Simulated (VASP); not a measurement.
Input:

```yaml
crystal:
  lattice:
    - [0.00000, 2.96171, 2.96171]
    - [2.96171, 0.00000, 2.96171]
    - [2.96171, 2.96171, 0.00000]
  atoms:
    - { symbol: Ga, position: [0.00000, 0.00000, 0.00000] }
    - { symbol: As, position: [0.25000, 0.25000, 0.25000] }
```

Method: vdW-DF2, VASP's PBE PAW potentials (set 64) (plane waves; VASP). Run with 520 eV cut-off, Gaussian smearing of 0.050 eV, potentials Ga_d As.

**Question.** Predict the band gap (along the path) with the smallest direct gap where there is one.

**Answer.** 
```yaml
band gap (along the path): none (metal, semimetal or under 0.01 eV)
```

The absolute energy has meaning only against runs of the same code, potentials and settings.

The compound is GaAs in the zinc blende structure. It was relaxed first, which changed the volume by +15 %.
